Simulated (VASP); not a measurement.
Computed with PBEsol GGA, VASP's PBE PAW potentials (set 64) (plane waves; VASP 6.6.1).

A VASP calculation is set up with these files.

### INCAR
```
ALGO = Normal
EDIFF = 1E-8
ENCUT = 520
GGA = PS
IBRION = 8
ISMEAR = 0
LASPH = T
LCHARG = F
LEPSILON = T
LMAXMIX = 4
LREAL = F
LWAVE = F
NELM = 100
NSW = 1
PREC = Accurate
SIGMA = 0.01
SYSTEM = BaZrO3
```

POSCAR:
```
BaZrO3
1
    4.1900000000     0.0000000000     0.0000000000
    0.0000000000     4.1900000000     0.0000000000
    0.0000000000     0.0000000000     4.1900000000
Ba Zr O
1 1 3
Direct
  0.0000000000   0.0000000000   0.0000000000
  0.5000000000   0.5000000000   0.5000000000
  0.5000000000   0.0000000000   0.5000000000
  0.0000000000   0.5000000000   0.5000000000
  0.5000000000   0.5000000000   0.0000000000
```

**KPOINTS**
```
Automatic mesh
0
Gamma
5 5 5
0 0 0
```

POTCAR, in this order: Ba_sv Zr_sv O (PBE.64 set). Program: vasp_std.

Output of the run:

File OUTCAR:
```


 HEAD OF MICROSCOPIC STATIC DIELECTRIC TENSOR (INDEPENDENT PARTICLE, excluding Hartree and local field effects)
 ------------------------------------------------------
           5.132659    -0.000000     0.000000
          -0.000000     5.132659     0.000000
          -0.000000    -0.000000     5.132659
 ------------------------------------------------------

 MACROSCOPIC STATIC DIELECTRIC TENSOR (including local field effects in DFT)
 ------------------------------------------------------
           4.975044    -0.000000     0.000000
           0.000000     4.975044    -0.000000
          -0.000000    -0.000000     4.975044
 ------------------------------------------------------

 PIEZOELECTRIC TENSOR (including local field effects)  for field in x, y, z        (e  Angst)
          XX          YY          ZZ          XY          YZ          ZX
  --------------------------------------------------------------------------------
  x     0.00000     0.00000     0.00000     0.00000     0.00000     0.00000
  y     0.00000     0.00000     0.00000     0.00000     0.00000     0.00000
  z     0.00000     0.00000     0.00000     0.00000     0.00000     0.00000

 PIEZOELECTRIC TENSOR (including local field effects)  for field in x, y, z        (C/m^2)
          XX          YY          ZZ          XY          YZ          ZX
  --------------------------------------------------------------------------------
  x     0.00000     0.00000     0.00000     0.00000     0.00000     0.00000
  y     0.00000     0.00000     0.00000     0.00000     0.00000     0.00000
  z     0.00000     0.00000     0.00000     0.00000     0.00000     0.00000

 BORN EFFECTIVE CHARGES (including local field effects) (in |e|, cummulative output)
 ---------------------------------------------------------------------------------
 ion    1
    1     2.74226     0.00000     0.00000
    2     0.00000     2.74226     0.00000
    3    -0.00000    -0.00000     2.74226
 ion    2
    1     6.14244     0.00000     0.00000
    2     0.00000     6.14244    -0.00000
    3     0.00000     0.00000     6.14244
 ion    3
    1    -2.00825     0.00000     0.00000
    2    -0.00000    -4.86820    -0.00000
    3    -0.00000    -0.00000    -2.00825
 ion    4
    1    -4.86820     0.00000     0.00000
    2     0.00000    -2.00825     0.00000
    3     0.00000     0.00000    -2.00825
 ion    5
    1    -2.00825     0.00000    -0.00000
    2     0.00000    -2.00825     0.00000
    3    -0.00000    -0.00000    -4.86820
```
(Selected blocks of OUTCAR.)

The compound is BaZrO3 in the cubic perovskite structure. The cell was not relaxed at this level.
